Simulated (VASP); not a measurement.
An input for Quantum ESPRESSO's pw.x (written as the equivalent of a VASP run, and not itself run):

```
&CONTROL
  calculation = 'vc-relax'
  pseudo_dir = './pseudo'
  outdir = './out'
  tprnfor = .true.
  tstress = .true.
  nstep = 60
  forc_conv_thr = 0.00039
/
&SYSTEM
  ibrav = 0
  nat = 2
  ntyp = 1
  ecutwfc = 72
  occupations = 'smearing'
  smearing = 'methfessel-paxton'
  degauss = 0.00735
  input_dft = 'pw91'
/
&ELECTRONS
  conv_thr = 7.3e-08
  electron_maxstep = 100
/
&IONS
/
&CELL
/
ATOMIC_SPECIES
  Re 186.207 Re.upf
CELL_PARAMETERS angstrom
     1.3903637   -2.4081805   -0.0000000
     1.3903637    2.4081805    0.0000000
    -0.0000000   -0.0000000    4.4974417
ATOMIC_POSITIONS crystal
  Re   0.3333330  0.6666670  0.2500000
  Re   0.6666670  0.3333330  0.7500000
K_POINTS automatic
  14 14 7 0 0 0
```

Q: Translate this input to VASP (INCAR, KPOINTS, POSCAR, choice of POTCAR).

A: Several could match; the one computed here: 
### KPOINTS
```
Automatic mesh
0
Gamma
14 14 7
0 0 0
```

File POSCAR:
```
Re
1
    1.3903637133    -2.4081804754    -0.0000000000
    1.3903637133     2.4081804754     0.0000000000
   -0.0000000000    -0.0000000000     4.4974416502
Re
2
Direct
  0.3333330000   0.6666670000   0.2500000000
  0.6666670000   0.3333330000   0.7500000000
```

### INCAR
```
EDIFFG = -0.01   ! ionic stop
LREAL = F   ! projection in real space or not
IBRION = 2
SIGMA = 0.1   ! width (eV)
ALGO = Normal
ISIF = 3
SYSTEM = Re
EDIFF = 1E-6   ! SCF stop (eV)
GGA = 91   ! PW91
ISMEAR = 1   ! Methfessel-Paxton
ENCUT = 520   ! plane-wave cut-off (eV)
NSW = 60   ! most ionic steps
LCHARG = F
NELM = 100
LASPH = T   ! aspherical one-centre terms
LMAXMIX = 6   ! l cut-off of mixed one-centre charges
LWAVE = F
PREC = Accurate
```

POTCAR, in this order: Re (PBE.64 set). Program: vasp_std.

The two are equivalent in intent, not identical: the potentials are each code's own (VASP's PAW set, PseudoDojo norm-conserving files in pw.x), so ENCUT and ecutwfc are chosen apart and not converted; conv_thr bounds pw.x's estimated SCF error, while EDIFF bounds the energy change between steps; forc_conv_thr acts on force components and is met together with etot_conv_thr.

The compound is Re in the hcp structure. This run relaxes it. Symmetry was kept, so distortions that lower it aren't found. The start is the result of an earlier pass.
